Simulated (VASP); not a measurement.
Energy against volume of Tb (hcp). Calculation: revPBE GGA, VASP's PBE PAW potentials (set 64) (plane waves; VASP 6.6.1). Run with 520 eV cut-off, 11×11×7 Γ-centred mesh, first-order Methfessel-Paxton smearing of 0.10 eV, potentials Tb_3.

The 4f electrons are frozen in the core of the lanthanide potential, so 4f levels, which can set the real gap, and their magnetism are missing.

Shape and ions are relaxed at each volume.

```tsv
V (Å³/atom)	E (eV/atom)
32.551	-4.26938
33.558	-4.27205
34.565	-4.26820
35.572	-4.25850
```

Task: Fit these four points and predict the energy of the run at 31.545 Å³/atom.

Result: A cubic in V^(−2/3), the third-order Birch-Murnaghan form, passes through the four points with V0 = 33.45 Å³/atom and B0 = 35 GPa, and gives -4.2595 eV/atom there. The run gave -4.2590 eV/atom, +0.5 meV/atom from the fit; all five points give B0 = 36 GPa.

The compound is Tb in the hcp structure. It was relaxed first.
